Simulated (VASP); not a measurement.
# GaP: what each functional gives for the gap, part 2 of 3

Aim: the gap of GaP on one structure at many levels of theory. The starting structure is a measured crystal structure from the Crystallography Open Database. Cell and atoms stay as given. Meshes and data sets differ where the inputs say so.

VASP 6.6.1.

Results so far: LDA 1.445 eV; PBE 1.595 eV; r2SCAN 1.858 eV.

### 5. Bands with TB-mBJ

Level of this step: TB-mBJ; plane waves and PAW (Ga_d, P) (VASP).

TB-mBJ is a local potential fitted to gaps: it costs far less than a hybrid but gives no energy. Its energies, forces and stress mean nothing.

File INCAR:

```
SYSTEM = GaP
PREC = Accurate
ENCUT = 350
EDIFF = 1E-06
NELM = 150
ISMEAR = 0
SIGMA = 0.03
LREAL = .FALSE.
ALGO = Normal
METAGGA = MBJ
LASPH = .TRUE.
NBANDS = 21
LORBIT = 11
LWAVE = .FALSE.
LCHARG = .FALSE.
KPAR = 4
```

File POSCAR:

```
GaP
1.0
    0.0000000000      2.7252500000      2.7252500000
    2.7252500000      0.0000000000      2.7252500000
    2.7252500000      2.7252500000      0.0000000000
Ga P
1 1
Direct
    0.0000000000      0.0000000000      0.0000000000
    0.7500000000      0.7500000000      0.7500000000
```

File KPOINTS:

```
Automatic mesh
0
Gamma
8 8 8
0 0 0
```

File KPOINTS_OPT:

```
Line mode
10
Line-mode
Reciprocal
  0.00000000   0.00000000   0.00000000 GAMMA
  0.50000000   0.00000000   0.50000000 X

  0.50000000   0.00000000   0.50000000 X
  0.50000000   0.25000000   0.75000000 W

  0.50000000   0.25000000   0.75000000 W
  0.37500000   0.37500000   0.75000000 K

  0.37500000   0.37500000   0.75000000 K
  0.00000000   0.00000000   0.00000000 GAMMA

  0.00000000   0.00000000   0.00000000 GAMMA
  0.50000000   0.50000000   0.50000000 L

  0.50000000   0.50000000   0.50000000 L
  0.62500000   0.25000000   0.62500000 U

  0.62500000   0.25000000   0.62500000 U
  0.50000000   0.25000000   0.75000000 W

  0.50000000   0.25000000   0.75000000 W
  0.50000000   0.50000000   0.50000000 L

  0.50000000   0.50000000   0.50000000 L
  0.37500000   0.37500000   0.75000000 K

  0.62500000   0.25000000   0.62500000 U
  0.50000000   0.00000000   0.50000000 X
```

The projector-augmented-wave data sets are Ga_d and P (PBE family, release 64).

Command:

```console
> mpirun -np 4 vasp_std
```

Log:

```text
[banner, memory and clock lines left out]
running    4 mpi-ranks, on    1 nodes
[...]
[... a notice as in an earlier step ...]

 LDA part: xc-table for (None), standard interpolation
 POSCAR, INCAR and KPOINTS ok, starting setup
[...]
entering main loop
       N       E                     dE             d eps       ncg     rms          rms(c)
DAV:   1     0.226821824433E+03    0.22682E+03   -0.66906E+03  1356   0.971E+02
DAV:   2     0.138067720929E+03   -0.88754E+02   -0.82085E+02  1313   0.260E+02
DAV:   3     0.129975272676E+03   -0.80924E+01   -0.80248E+01  1451   0.565E+01
DAV:   4     0.129856551808E+03   -0.11872E+00   -0.11867E+00  1439   0.715E+00
[...]
DAV:  41     0.131487490741E+03   -0.62625E-05   -0.25378E-11   674   0.467E-05    0.277E-05
DAV:  42     0.131487487482E+03   -0.32591E-05   -0.93220E-12   674   0.274E-05    0.102E-05
DAV:  43     0.131487486763E+03   -0.71921E-06   -0.23199E-12   679   0.123E-05
   1 F= 0.13148749E+03 E0= 0.13148749E+03  d E =-.570455E-13
 Start KPOINTS_OPT (optional k-point list driver)
k-point batch [1-29\100]
       N       E                     dE             ncg
DAV:   1    -0.139242010572E+03   -0.13227E+05     1393
DAV:   2    -0.278195766210E+04   -0.26427E+04     1279
DAV:   3    -0.302378959715E+04   -0.24183E+03     1539
DAV:   4    -0.302751941124E+04   -0.37298E+01     1465
DAV:   5    -0.302755930485E+04   -0.39894E-01     1447
DAV:   6    -0.302756078208E+04   -0.14772E-02     1703
DAV:   7    -0.302756079469E+04   -0.12612E-04     1434
DAV:   8    -0.302756079488E+04   -0.19093E-06     1156
[...]
k-point batch [88-100\100]
       N       E                     dE             ncg
DAV:   1     0.806437451421E+04   -0.74554E+04      576
DAV:   2     0.677903080700E+04   -0.12853E+04      575
DAV:   3     0.666223383706E+04   -0.11680E+03      678
DAV:   4     0.666025262145E+04   -0.19812E+01      681
DAV:   5     0.666023423711E+04   -0.18384E-01      617
DAV:   6     0.666023360072E+04   -0.63639E-03      786
DAV:   7     0.666023359645E+04   -0.42677E-05      613
DAV:   8     0.666023359627E+04   -0.18376E-06      569
```

It took 15 s on 4 MPI ranks of Intel Xeon 6975P-C (Granite Rapids), shared host; peak memory 0.57 GiB.

From OUTCAR (step 5):

```text
  Total      -93.7377472    -93.7377472    -93.7377472      0.0000000     -0.0000000      0.0000000
  in kB    -3710.0183175  -3710.0183175  -3710.0183175      0.0000000     -0.0000000      0.0000000
  external PRESSURE =   -3710.0183175 kB  Pullay stress =       0.0000000 kB

 POSITION                                       TOTAL-FORCE (eV/Angst)
 -----------------------------------------------------------------------------------
      0.00000      0.00000      0.00000        -0.000000      0.000000      0.000000
      4.08788      4.08788      4.08788         0.000000     -0.000000     -0.000000
 -----------------------------------------------------------------------------------
    total drift:                               -0.000112     -0.000112     -0.000112

  FREE ENERGIE OF THE ION-ELECTRON SYSTEM (eV)
  ---------------------------------------------------
  free  energy   TOTEN  =       131.4874867628 eV

  energy  without entropy=      131.4874867628  energy(sigma->0) =      131.48748676

[... 2 parts as in an earlier step ...]

[... 1 further part left out ...]
[key lines of the parts left out:]
E-fermi :   4.6552
```

TB-mBJ gives a least gap of 2.387 eV, and a least direct gap of 2.953 eV. The least gap is +0.941 eV from that of LDA.

### 6. Bands with LDA + spin-orbit coupling

Spin-orbit coupling is switched on in this step. This run uses a 6×6×6 mesh.

File INCAR:

```
SYSTEM = GaP
PREC = Accurate
ENCUT = 350
EDIFF = 1E-06
NELM = 100
ISMEAR = 0
SIGMA = 0.03
LREAL = .FALSE.
ALGO = Normal
GGA = CA
LNONCOLLINEAR = .TRUE.
MAGMOM = 0 0 0 0 0 0
NBANDS = 30
GGA_COMPAT = .FALSE.
LASPH = .TRUE.
LSORBIT = .TRUE.
LORBIT = 11
LWAVE = .FALSE.
LCHARG = .FALSE.
KPAR = 4
```

POSCAR is that of step 5.

File KPOINTS:

```
Automatic mesh
0
Gamma
6 6 6
0 0 0
```

KPOINTS_OPT is that of step 5.

PAW data sets: Ga_d and P (LDA family, release 64).

Command:

```console
> mpirun -np 4 vasp_ncl
```

Log:

```text
[... set-up lines as in an earlier step ...]
 entering main loop
       N       E                     dE             d eps       ncg     rms          rms(c)
DAV:   1     0.110817062869E+03    0.11082E+03   -0.68005E+03  1450   0.142E+03
DAV:   2     0.400583944898E+01   -0.10681E+03   -0.10101E+03  1396   0.369E+02
DAV:   3    -0.102756020607E+02   -0.14281E+02   -0.14117E+02  1552   0.103E+02
DAV:   4    -0.107429046532E+02   -0.46730E+00   -0.46643E+00  1620   0.205E+01
[...]
DAV:  11    -0.104314208303E+02    0.24046E-05   -0.57927E-05  1854   0.127E-01    0.120E-02
DAV:  12    -0.104314240914E+02   -0.32611E-05   -0.73994E-06  1468   0.256E-02    0.849E-03
DAV:  13    -0.104314239649E+02    0.12649E-06   -0.35160E-07  1014   0.754E-03
   1 F= -.10431424E+02 E0= -.10431424E+02  d E =-.507426E-24  mag=    -0.0000     0.0000    -0.0000
 Start KPOINTS_OPT (optional k-point list driver)
k-point batch [1-22\100]
       N       E                     dE             ncg
DAV:   1     0.254846608337E+03   -0.86124E+04     1482
DAV:   2    -0.203356174234E+04   -0.22884E+04     1382
DAV:   3    -0.233039738011E+04   -0.29684E+03     1624
DAV:   4    -0.233934657147E+04   -0.89492E+01     1670
DAV:   5    -0.233953876940E+04   -0.19220E+00     1668
DAV:   6    -0.233954867374E+04   -0.99043E-02     2024
DAV:   7    -0.233954876359E+04   -0.89847E-04     1692
DAV:   8    -0.233954876474E+04   -0.11542E-05     1440
DAV:   9    -0.233954876491E+04   -0.16603E-06     1108
[...]
k-point batch [89-100\100]
       N       E                     dE             ncg
DAV:   1     0.476177937992E+04   -0.63214E+04      802
DAV:   2     0.350652939283E+04   -0.12552E+04      740
DAV:   3     0.334078587823E+04   -0.16574E+03      876
DAV:   4     0.333573210855E+04   -0.50538E+01      882
DAV:   5     0.333563198024E+04   -0.10013E+00      910
DAV:   6     0.333562644391E+04   -0.55363E-02     1092
DAV:   7     0.333562638816E+04   -0.55752E-04      944
DAV:   8     0.333562638757E+04   -0.59249E-06      744
```

Run time: 12 s. Hardware: 4 MPI ranks; peak memory 0.76 GiB; 45 s of CPU time.

From OUTCAR (step 6):

```text
  Total       -0.7278647     -0.7278647     -0.7278647      0.0000000      0.0000000     -0.0000000
  in kB      -28.8079392    -28.8079392    -28.8079392      0.0000000      0.0000000     -0.0000000
  external PRESSURE =     -28.8079392 kB  Pullay stress =       0.0000000 kB

 POSITION                                       TOTAL-FORCE (eV/Angst)
 -----------------------------------------------------------------------------------
      0.00000      0.00000      0.00000        -0.000000     -0.000000     -0.000000
      4.08788      4.08788      4.08788         0.000000      0.000000      0.000000
 -----------------------------------------------------------------------------------
    total drift:                                0.000000      0.000000      0.000000

  FREE ENERGIE OF THE ION-ELECTRON SYSTEM (eV)
  ---------------------------------------------------
  free  energy   TOTEN  =       -10.4314239649 eV

  energy  without entropy=      -10.4314239649  energy(sigma->0) =      -10.43142396

 magnetization (x)
# of ion       s       p       d       tot
------------------------------------------
    1       -0.000  -0.000  -0.000  -0.000
    2        0.000   0.000   0.000   0.000
--------------------------------------------------
tot          0.000  -0.000  -0.000  -0.000

 magnetization (y)
# of ion       s       p       d       tot
------------------------------------------
    1        0.000   0.000   0.000   0.000
    2        0.000   0.000   0.000   0.000
--------------------------------------------------
tot          0.000   0.000   0.000   0.000

 magnetization (z)
# of ion       s       p       d       tot
------------------------------------------
    1       -0.000   0.000  -0.000  -0.000
    2        0.000  -0.000   0.000  -0.000
--------------------------------------------------
tot         -0.000  -0.000  -0.000  -0.000

[... 1 part as in an earlier step ...]

[... 2 further parts left out ...]
[key lines of the parts left out:]
E-fermi :   4.7465
```

LDA + spin-orbit coupling gives a least gap of 1.411 eV, and a least direct gap of 1.605 eV. The least gap is -0.034 eV from that of LDA, on another mesh, which alone can move a gap by some hundredths of an eV.

### 7. Bands with r2SCAN + spin-orbit coupling

This run uses a 6×6×6 mesh.

INCAR, as its differences from that of step 6:

```diff
@@ -9,3 +9,4 @@
 ALGO = Normal
-GGA = CA
+METAGGA = R2SCAN
+LASPH = .TRUE.
 LNONCOLLINEAR = .TRUE.
@@ -14,3 +15,2 @@
 GGA_COMPAT = .FALSE.
-LASPH = .TRUE.
 LSORBIT = .TRUE.
```

POSCAR is that of step 6.

KPOINTS is that of step 6.

KPOINTS_OPT is that of step 6.

Potentials, in the order of the species: Ga_d and P (PBE family, release 64).

Command:

```console
> mpirun -np 4 vasp_ncl
```

Log:

```text
[... set-up lines as in an earlier step ...]
 entering main loop
       N       E                     dE             d eps       ncg     rms          rms(c)
DAV:   1     0.100340145761E+03    0.10034E+03   -0.69779E+03  1442   0.147E+03
DAV:   2    -0.883244772073E+01   -0.10917E+03   -0.10317E+03  1412   0.380E+02
DAV:   3    -0.232674207795E+02   -0.14435E+02   -0.14277E+02  1548   0.105E+02
DAV:   4    -0.237251464654E+02   -0.45773E+00   -0.45699E+00  1620   0.206E+01
[...]
DAV:  11    -0.214547539839E+02    0.14478E-04   -0.89324E-06  1842   0.394E-02    0.255E-02
DAV:  12    -0.214547542756E+02   -0.29168E-06   -0.17060E-05  1458   0.467E-02    0.322E-03
DAV:  13    -0.214547552036E+02   -0.92801E-06   -0.14041E-06  1516   0.191E-02
   1 F= -.21454755E+02 E0= -.21454755E+02  d E =-.105026E-24  mag=    -0.0000     0.0000    -0.0000
 Start KPOINTS_OPT (optional k-point list driver)
k-point batch [1-22\100]
       N       E                     dE             ncg
DAV:   1     0.227158200940E+03   -0.86401E+04     1462
DAV:   2    -0.214230855069E+04   -0.23695E+04     1408
DAV:   3    -0.243787955750E+04   -0.29557E+03     1608
DAV:   4    -0.244616227250E+04   -0.82827E+01     1650
DAV:   5    -0.244633934128E+04   -0.17707E+00     1634
DAV:   6    -0.244634811357E+04   -0.87723E-02     2020
DAV:   7    -0.244634818248E+04   -0.68907E-04     1678
DAV:   8    -0.244634818333E+04   -0.85308E-06     1382
[...]
k-point batch [89-100\100]
       N       E                     dE             ncg
DAV:   1     0.474442342546E+04   -0.63387E+04      802
DAV:   2     0.345056443271E+04   -0.12939E+04      754
DAV:   3     0.328110898335E+04   -0.16946E+03      860
DAV:   4     0.327596775862E+04   -0.51412E+01      866
DAV:   5     0.327586755125E+04   -0.10021E+00      910
DAV:   6     0.327586203888E+04   -0.55124E-02     1058
DAV:   7     0.327586194386E+04   -0.95021E-04      966
DAV:   8     0.327586194035E+04   -0.35149E-05      726
DAV:   9     0.327586194025E+04   -0.10293E-06      574
```

Elapsed: 48 s, on 4 MPI ranks; peak memory 0.89 GiB; 3 min of CPU time.

Parts of OUTCAR (step 7):

```text
  Total       -0.0022150     -0.0022150     -0.0022150     -0.0000000      0.0000000      0.0000000
  in kB       -0.0876668     -0.0876668     -0.0876668     -0.0000000      0.0000000      0.0000000
  external PRESSURE =      -0.0876668 kB  Pullay stress =       0.0000000 kB

 POSITION                                       TOTAL-FORCE (eV/Angst)
 -----------------------------------------------------------------------------------
      0.00000      0.00000      0.00000        -0.000000     -0.000000      0.000000
      4.08788      4.08788      4.08788         0.000000      0.000000     -0.000000
 -----------------------------------------------------------------------------------
    total drift:                                0.000008      0.000008      0.000008

  FREE ENERGIE OF THE ION-ELECTRON SYSTEM (eV)
  ---------------------------------------------------
  free  energy   TOTEN  =       -21.4547552036 eV

  energy  without entropy=      -21.4547552036  energy(sigma->0) =      -21.45475520

 magnetization (x)
# of ion       s       p       d       tot
------------------------------------------
    1        0.000   0.000   0.000   0.000
    2        0.000   0.000   0.000   0.000
--------------------------------------------------
tot          0.000   0.000   0.000   0.000

 magnetization (z)
# of ion       s       p       d       tot
------------------------------------------
    1        0.000   0.000   0.000   0.000
    2       -0.000  -0.000   0.000  -0.000
--------------------------------------------------
tot         -0.000  -0.000   0.000  -0.000

[... 3 parts as in an earlier step ...]

[... 1 further part left out ...]
[key lines of the parts left out:]
E-fermi :   4.7025
```

r2SCAN + spin-orbit coupling gives a least gap of 1.828 eV, and a least direct gap of 2.317 eV. The least gap is -0.030 eV from that of r2SCAN, on another mesh, which alone can move a gap by some hundredths of an eV.

### 8. Bands with TB-mBJ + spin-orbit coupling

This run uses a 6×6×6 mesh.

INCAR, as its differences from that of step 7:

```diff
@@ -4,3 +4,3 @@
 EDIFF = 1E-06
-NELM = 100
+NELM = 150
 ISMEAR = 0
@@ -9,3 +9,3 @@
 ALGO = Normal
-METAGGA = R2SCAN
+METAGGA = MBJ
 LASPH = .TRUE.
```

POSCAR is that of step 7.

KPOINTS is that of step 7.

KPOINTS_OPT is that of step 7.

Command:

```console
> mpirun -np 4 vasp_ncl
```

Log:

```text
[... set-up lines as in an earlier step ...]
 entering main loop
       N       E                     dE             d eps       ncg     rms          rms(c)
DAV:   1     0.246211939713E+03    0.24621E+03   -0.67103E+03  1440   0.140E+03
DAV:   2     0.143346256302E+03   -0.10287E+03   -0.97013E+02  1400   0.352E+02
DAV:   3     0.130260596901E+03   -0.13086E+02   -0.12942E+02  1578   0.985E+01
DAV:   4     0.129865863894E+03   -0.39473E+00   -0.39413E+00  1634   0.186E+01
[...]
DAV:  37     0.131498625513E+03    0.19939E-05   -0.45139E-12   678   0.257E-05    0.154E-05
DAV:  38     0.131498627556E+03    0.20429E-05   -0.42884E-12   678   0.181E-05    0.682E-06
DAV:  39     0.131498628051E+03    0.49464E-06    0.31873E-13   678   0.143E-05
   1 F= 0.13149863E+03 E0= 0.13149863E+03  d E =-.224356E-19  mag=    -0.0000     0.0000    -0.0000
 Start KPOINTS_OPT (optional k-point list driver)
k-point batch [1-22\100]
       N       E                     dE             ncg
DAV:   1     0.352386287389E+03   -0.85149E+04     1462
DAV:   2    -0.197860180019E+04   -0.23310E+04     1386
DAV:   3    -0.226472311779E+04   -0.28612E+03     1604
DAV:   4    -0.227257352366E+04   -0.78504E+01     1618
DAV:   5    -0.227271965282E+04   -0.14613E+00     1598
DAV:   6    -0.227272651447E+04   -0.68616E-02     1998
DAV:   7    -0.227272660682E+04   -0.92350E-04     1702
DAV:   8    -0.227272660803E+04   -0.12126E-05     1290
DAV:   9    -0.227272660814E+04   -0.10769E-06     1076
[...]
k-point batch [89-100\100]
       N       E                     dE             ncg
DAV:   1     0.480292015027E+04   -0.62803E+04      802
DAV:   2     0.353864083184E+04   -0.12643E+04      728
DAV:   3     0.337856200248E+04   -0.16008E+03      880
DAV:   4     0.337407964019E+04   -0.44824E+01      840
DAV:   5     0.337400209707E+04   -0.77543E-01      918
DAV:   6     0.337399832520E+04   -0.37719E-02     1004
DAV:   7     0.337399830280E+04   -0.22398E-04     1002
DAV:   8     0.337399830260E+04   -0.20670E-06      618
```

The job ended after 35 s (4 MPI ranks; peak memory 0.98 GiB).

Parts of OUTCAR (step 8):

```text
  Total      -93.8159993    -93.8159993    -93.8159993      0.0000000      0.0000000     -0.0000000
  in kB    -3713.1154337  -3713.1154337  -3713.1154337      0.0000000      0.0000000     -0.0000000
  external PRESSURE =   -3713.1154337 kB  Pullay stress =       0.0000000 kB

 POSITION                                       TOTAL-FORCE (eV/Angst)
 -----------------------------------------------------------------------------------
      0.00000      0.00000      0.00000        -0.000000     -0.000000      0.000000
      4.08788      4.08788      4.08788         0.000000      0.000000     -0.000000
 -----------------------------------------------------------------------------------
    total drift:                               -0.000002     -0.000002     -0.000002

  FREE ENERGIE OF THE ION-ELECTRON SYSTEM (eV)
  ---------------------------------------------------
  free  energy   TOTEN  =       131.4986280507 eV

  energy  without entropy=      131.4986280507  energy(sigma->0) =      131.49862805

 magnetization (x)
# of ion       s       p       d       tot
------------------------------------------
    1       -0.000  -0.000   0.000  -0.000
    2        0.000  -0.000   0.000  -0.000
--------------------------------------------------
tot         -0.000  -0.000   0.000  -0.000

 magnetization (y)
# of ion       s       p       d       tot
------------------------------------------
    1        0.000  -0.000   0.000  -0.000
    2        0.000  -0.000   0.000  -0.000
--------------------------------------------------
tot          0.000  -0.000   0.000  -0.000

 magnetization (z)
# of ion       s       p       d       tot
------------------------------------------
    1       -0.000  -0.000   0.000  -0.000
    2        0.000  -0.000   0.000  -0.000
--------------------------------------------------
tot         -0.000  -0.000   0.000  -0.000

[... 2 parts as in an earlier step ...]

[... 1 further part left out ...]
[key lines of the parts left out:]
E-fermi :   4.7264
```

TB-mBJ + spin-orbit coupling gives a least gap of 2.364 eV, and a least direct gap of 2.932 eV. The least gap is -0.023 eV from that of TB-mBJ, on another mesh, which alone can move a gap by some hundredths of an eV.

[end of part 2 of 3]

[Lines on the potential files, build, host, timing and source positions are cut from VASP's logs without a mark.]

[Logs are printed without paths, hosts, clocks, repeated set-up lines and the standing remarks that a program may print on its own settings, such as how far it seeks lower states.]

[Hosts, paths, dates, database ids (printed as entryN), source tags and the programs' standing remarks are cut or masked in the printed files.]
